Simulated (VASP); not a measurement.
Input:

```xyz
1
Lattice="0.0000 1.8515 1.8515 1.8515 0.0000 1.8515 1.8515 1.8515 0.0000" Properties=species:S:1:pos:R:3 pbc="T T T"
Cu     1.8515     0.0000     1.8515
```

Computed with PBE GGA, VASP's PBE PAW potentials (set 64) (plane waves; VASP). Settings: 520 eV cut-off, 17×17×17 Γ-centred mesh, first-order Methfessel-Paxton smearing of 0.10 eV, potentials Cu.

Q: Give the stress tensor in GPa (positive for a compressed cell).

A: 
```
-6.92   0.00   0.00
 0.00  -6.92   0.00
 0.00   0.00  -6.92
```
The pressure is its mean diagonal, -6.92 GPa.

The compound is Cu in the fcc structure. This cell is one point of a volume scan, at 1.06 of the reference volume.
